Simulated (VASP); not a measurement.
Level of theory: PBE GGA, VASP's PBE PAW potentials (set 64) (plane waves; VASP).

The input files of a VASP run:

**KPOINTS**
```
Automatic mesh
0
Gamma
5 5 5
0 0 0
```

INCAR:
```
ALGO = Normal
EDIFF = 1E-6
EDIFFG = -0.01
ENCUT = 300
GGA = PE
IBRION = 2
ISIF = 3
ISMEAR = 1
LASPH = .True.
LCHARG = .False.
LMAXMIX = 4
LREAL = .False.
LWAVE = .False.
NELM = 100
NSW = 50
PREC = Accurate
SIGMA = 0.1
SYSTEM = Mo3Si
```

### POSCAR
```
Mo3Si
1
    4.8900000000     0.0000000000     0.0000000000
    0.0000000000     4.8900000000     0.0000000000
    0.0000000000     0.0000000000     4.8900000000
Si Mo
2 6
Direct
  0.5028680000   0.4917910000   0.5000340000
 -0.0034400000   0.0078110000  -0.0016140000
  0.2515300000  -0.0040020000   0.4889750000
  0.4988650000   0.2587100000   0.0061430000
  0.4993460000   0.7497700000  -0.0051770000
  0.7353170000  -0.0014300000   0.5017620000
  0.0030430000   0.4963350000   0.7596300000
  0.0124720000   0.5010140000   0.2502460000
```

POTCAR, in this order: Si Mo_sv (PBE.64 set). Program: vasp_std.

What VASP printed:

**OSZICAR**
```
...
DAV:   9    -0.790078627108E+02   -0.55180E-05   -0.26692E-05  8007   0.251E-02    0.920E-03
DAV:  10    -0.790078629548E+02   -0.24396E-06   -0.17863E-06  5628   0.858E-03
   4 F= -.79007863E+02 E0= -.79008674E+02  d E =-.798284E-02
       N       E                     dE             d eps       ncg     rms          rms(c)
DAV:   1    -0.792025414569E+02   -0.19468E+00   -0.12044E+01  6930   0.234E+01    0.470E+00
DAV:   2    -0.790420324443E+02    0.16051E+00   -0.83777E-01  6960   0.525E+00    0.878E-01
DAV:   3    -0.790340814769E+02    0.79510E-02   -0.73417E-02  8534   0.140E+00    0.587E-01
DAV:   4    -0.790336254021E+02    0.45607E-03   -0.67098E-03  8981   0.517E-01    0.370E-01
DAV:   5    -0.790337423730E+02   -0.11697E-03   -0.61183E-03  8296   0.363E-01    0.106E-01
DAV:   6    -0.790335885179E+02    0.15386E-03   -0.11452E-03  7924   0.184E-01    0.101E-01
DAV:   7    -0.790336135857E+02   -0.25068E-04   -0.22215E-04  8772   0.101E-01    0.544E-02
DAV:   8    -0.790335917268E+02    0.21859E-04   -0.92335E-05  8737   0.659E-02    0.533E-03
DAV:   9    -0.790335911464E+02    0.58044E-06   -0.36882E-06  6591   0.108E-02
   5 F= -.79033591E+02 E0= -.79034482E+02  d E =-.337110E-01
       N       E                     dE             d eps       ncg     rms          rms(c)
DAV:   1    -0.790244536517E+02    0.91381E-02   -0.84841E+00  6930   0.193E+01    0.450E-01
DAV:   2    -0.790508829182E+02   -0.26429E-01   -0.28187E-01  7994   0.304E+00    0.214E-01
DAV:   3    -0.790510967174E+02   -0.21380E-03   -0.69761E-03  9257   0.439E-01    0.126E-01
DAV:   4    -0.790509679829E+02    0.12873E-03   -0.13691E-03  8829   0.252E-01    0.808E-02
DAV:   5    -0.790509298967E+02    0.38086E-04   -0.29641E-04  8770   0.124E-01    0.231E-02
DAV:   6    -0.790509338613E+02   -0.39646E-05   -0.32051E-05  8940   0.371E-02    0.147E-02
DAV:   7    -0.790509323465E+02    0.15148E-05   -0.11448E-05  7039   0.232E-02    0.719E-03
DAV:   8    -0.790509320189E+02    0.32753E-06   -0.10392E-06  4915   0.747E-03
   6 F= -.79050932E+02 E0= -.79051627E+02  d E =-.173409E-01
       N       E                     dE             d eps       ncg     rms          rms(c)
DAV:   1    -0.790494144603E+02    0.15179E-02   -0.83593E-01  6930   0.605E+00    0.141E-01
DAV:   2    -0.790519614533E+02   -0.25470E-02   -0.27204E-02  7983   0.944E-01    0.643E-02
DAV:   3    -0.790519832539E+02   -0.21801E-04   -0.66125E-04  9343   0.126E-01    0.364E-02
DAV:   4    -0.790519756192E+02    0.76347E-05   -0.12096E-04  8788   0.730E-02    0.265E-02
DAV:   5    -0.790519699770E+02    0.56422E-05   -0.31776E-05  8805   0.395E-02    0.750E-03
DAV:   6    -0.790519700006E+02   -0.23625E-07   -0.20571E-06  5574   0.914E-03
   7 F= -.79051970E+02 E0= -.79052694E+02  d E =-.183789E-01
       N       E                     dE             d eps       ncg     rms          rms(c)
DAV:   1    -0.790672448926E+02   -0.15275E-01   -0.16416E+00  6930   0.860E+00    0.135E+00
DAV:   2    -0.790555521107E+02    0.11693E-01   -0.89711E-02  6988   0.173E+00    0.263E-01
DAV:   3    -0.790547635556E+02    0.78856E-03   -0.71201E-03  8596   0.446E-01    0.186E-01
DAV:   4    -0.790546830694E+02    0.80486E-04   -0.90321E-04  8672   0.207E-01    0.123E-01
DAV:   5    -0.790546498058E+02    0.33264E-04   -0.61436E-04  8345   0.121E-01    0.333E-02
DAV:   6    -0.790546348971E+02    0.14909E-04   -0.88739E-05  7998   0.509E-02    0.277E-02
DAV:   7    -0.790546314697E+02    0.34273E-05   -0.13965E-05  7268   0.199E-02    0.986E-03
DAV:   8    -0.790546293855E+02    0.20842E-05   -0.51973E-06  6677   0.152E-02    0.295E-03
DAV:   9    -0.790546288043E+02    0.58124E-06   -0.33148E-07  4714   0.397E-03
   8 F= -.79054629E+02 E0= -.79055421E+02  d E =-.265880E-02
       N       E                     dE             d eps       ncg     rms          rms(c)
DAV:   1    -0.790546582014E+02   -0.28816E-04   -0.31771E-03  7105   0.378E-01    0.600E-02
DAV:   2    -0.790546330039E+02    0.25198E-04   -0.17369E-04  7296   0.760E-02    0.114E-02
DAV:   3    -0.790546322428E+02    0.76109E-06   -0.13532E-05  8584   0.192E-02    0.831E-03
DAV:   4    -0.790546326873E+02   -0.44456E-06   -0.14635E-06  5299   0.870E-03
   9 F= -.79054633E+02 E0= -.79055421E+02  d E =-.266269E-02
       N       E                     dE             d eps       ncg     rms          rms(c)
DAV:   1    -0.790689185388E+02   -0.14286E-01   -0.13960E+00  6930   0.791E+00    0.140E+00
DAV:   2    -0.790562945508E+02    0.12624E-01   -0.82284E-02  6951   0.165E+00    0.247E-01
DAV:   3    -0.790556351047E+02    0.65945E-03   -0.68038E-03  8564   0.437E-01    0.197E-01
DAV:   4    -0.790555826397E+02    0.52465E-04   -0.77758E-04  8704   0.195E-01    0.131E-01
DAV:   5    -0.790556319362E+02   -0.49297E-04   -0.70184E-04  8406   0.115E-01    0.299E-02
DAV:   6    -0.790556174237E+02    0.14513E-04   -0.10041E-04  7849   0.488E-02    0.258E-02
DAV:   7    -0.790556254162E+02   -0.79925E-05   -0.16359E-05  6980   0.206E-02    0.957E-03
DAV:   8    -0.790556262368E+02   -0.82068E-06   -0.49087E-06  6733   0.152E-02
  10 F= -.79055626E+02 E0= -.79056336E+02  d E =-.993549E-03
       N       E                     dE             d eps       ncg     rms          rms(c)
DAV:   1    -0.790571035479E+02   -0.14781E-02   -0.13032E-01  6930   0.242E+00    0.422E-01
DAV:   2    -0.790559499089E+02    0.11536E-02   -0.76543E-03  7021   0.505E-01    0.766E-02
DAV:   3    -0.790558806384E+02    0.69271E-04   -0.63339E-04  8564   0.133E-01    0.583E-02
DAV:   4    -0.790558713515E+02    0.92868E-05   -0.69858E-05  8688   0.582E-02    0.384E-02
DAV:   5    -0.790558636387E+02    0.77128E-05   -0.61335E-05  8199   0.346E-02    0.927E-03
DAV:   6    -0.790558608513E+02    0.27874E-05   -0.92331E-06  6468   0.152E-02    0.824E-03
DAV:   7    -0.790558589978E+02    0.18535E-05   -0.10522E-06  4788   0.613E-03    0.230E-03
DAV:   8    -0.790558585731E+02    0.42469E-06   -0.34894E-07  4578   0.464E-03
  11 F= -.79055859E+02 E0= -.79056590E+02  d E =-.122589E-02
       N       E                     dE             d eps       ncg     rms          rms(c)
DAV:   1    -0.790558596692E+02   -0.67146E-06   -0.13681E-01  6930   0.245E+00    0.823E-02
DAV:   2    -0.790562159122E+02   -0.35624E-03   -0.47057E-03  8034   0.391E-01    0.414E-02
DAV:   3    -0.790561966766E+02    0.19236E-04   -0.16805E-04  9300   0.721E-02    0.206E-02
DAV:   4    -0.790561918240E+02    0.48526E-05   -0.58348E-05  8790   0.527E-02    0.142E-02
DAV:   5    -0.790561891876E+02    0.26364E-05   -0.12501E-05  7864   0.246E-02    0.449E-03
DAV:   6    -0.790561890564E+02    0.13121E-06   -0.85953E-07  4877   0.620E-03
  12 F= -.79056189E+02 E0= -.79056914E+02  d E =-.330483E-03
       N       E                     dE             d eps       ncg     rms          rms(c)
DAV:   1    -0.790561849413E+02    0.42463E-05   -0.58638E-03  6944   0.507E-01    0.171E-02
DAV:   2    -0.790562004564E+02   -0.15515E-04   -0.20186E-04  8033   0.810E-02    0.869E-03
DAV:   3    -0.790561996146E+02    0.84180E-06   -0.72541E-06  7734   0.155E-02
  13 F= -.79056200E+02 E0= -.79056925E+02  d E =-.341041E-03
       N       E                     dE             d eps       ncg     rms          rms(c)
DAV:   1    -0.790564288457E+02   -0.22839E-03   -0.17522E-02  6930   0.877E-01    0.156E-01
DAV:   2    -0.790562525581E+02    0.17629E-03   -0.10190E-03  7226   0.185E-01    0.337E-02
DAV:   3    -0.790562342439E+02    0.18314E-04   -0.10520E-04  8622   0.564E-02    0.231E-02
DAV:   4    -0.790562310070E+02    0.32368E-05   -0.20154E-05  8484   0.308E-02    0.157E-02
DAV:   5    -0.790562271797E+02    0.38274E-05   -0.10649E-05  6933   0.168E-02    0.387E-03
DAV:   6    -0.790562264433E+02    0.73641E-06   -0.14350E-06  4767   0.756E-03
  14 F= -.79056226E+02 E0= -.79056960E+02  d E =-.268287E-04
```

OUTCAR:
```
------------------------ aborting loop because EDIFF is reached ----------------------------------------
  FORCE on cell =-STRESS in cart. coord.  units (eV):
  Direction    XX          YY          ZZ          XY          YZ          ZX
  --------------------------------------------------------------------------------------
  Total       -0.0205641     -0.0688528     -0.0345798      0.0006362      0.0006634      0.0017705
  in kB       -0.2795220     -0.9358966     -0.4700333      0.0086470      0.0090170      0.0240664
  external PRESSURE =      -0.5618173 kB  Pullay stress =       0.0000000 kB
  volume of cell :      117.87
      direct lattice vectors                 reciprocal lattice vectors
     4.902616798 -0.000018058 -0.000067410     0.203972703  0.000000704  0.000002695
    -0.000016922  4.903672369 -0.000017331     0.000000751  0.203928796  0.000000783
    -0.000064781 -0.000018822  4.902924490     0.000002804  0.000000721  0.203959902
 POSITION                                       TOTAL-FORCE (eV/Angst)
 -----------------------------------------------------------------------------------
      2.45159      2.45154      2.45126        -0.002670      0.003051      0.002401
      0.00024      4.90355      4.90269        -0.004327      0.000936      0.001634
      1.22539      0.00006      2.45146         0.001772     -0.001569     -0.000162
      2.45107      1.22600      4.90287         0.003042     -0.000076     -0.000159
      2.45109      3.67793      0.00024         0.003554     -0.002040     -0.004417
      3.67674     -0.00001      2.45126         0.000982     -0.000774      0.002257
      0.00002      2.45190      3.67737        -0.001319     -0.000798     -0.003245
      0.00004      2.45175      1.22577        -0.001033      0.001270      0.001692
 -----------------------------------------------------------------------------------
    total drift:                               -0.000157      0.000072      0.000042
  FREE ENERGIE OF THE ION-ELECTRON SYSTEM (eV)
  ---------------------------------------------------
  free  energy   TOTEN  =       -79.0562264433 eV

  energy  without entropy=      -79.0584271224  energy(sigma->0) =      -79.05696000

 reached required accuracy - stopping structural energy minimisation
```
(Selected blocks of OUTCAR.)

CONTCAR:
```
Mo3Si
   1.00000000000000
     4.9026167982174860   -0.0000180581583715   -0.0000674104944250
    -0.0000169219399142    4.9036723686064549   -0.0000173310228302
    -0.0000647812719071   -0.0000188221320719    4.9029244895513573
  Si              Mo
     2     6
Direct
     0.5000660871161700    0.4999427215185286    0.4999682448632471
     0.0000657070342101    0.9999796824296476    0.9999559999235619
     0.2499535839444676    0.0000146035293980    0.5000026657009141
     0.4999658152285739    0.2500232846532402    0.9999967558515191
     0.4999580976483694    0.7500383649310954    0.0000592490583913
     0.7499618171511903    0.0000023107576363    0.4999683342987840
     0.0000159167824755    0.5000155777895892    0.7500380940774789
     0.0000139750945550    0.4999824543908597    0.2500096562261060
```

At this cut-off the stress carries a Pulay error, which pulls relaxed volumes low.

The structure is a typed Mo3Si crystal. In the starting cell atoms are displaced from their ideal sites. This run relaxes it. The run is one of a series of settings (EDIFFG = -0.01, IBRION = 2, ISIF = 3, NSW = 50 against the base run), some of them coarse on purpose.
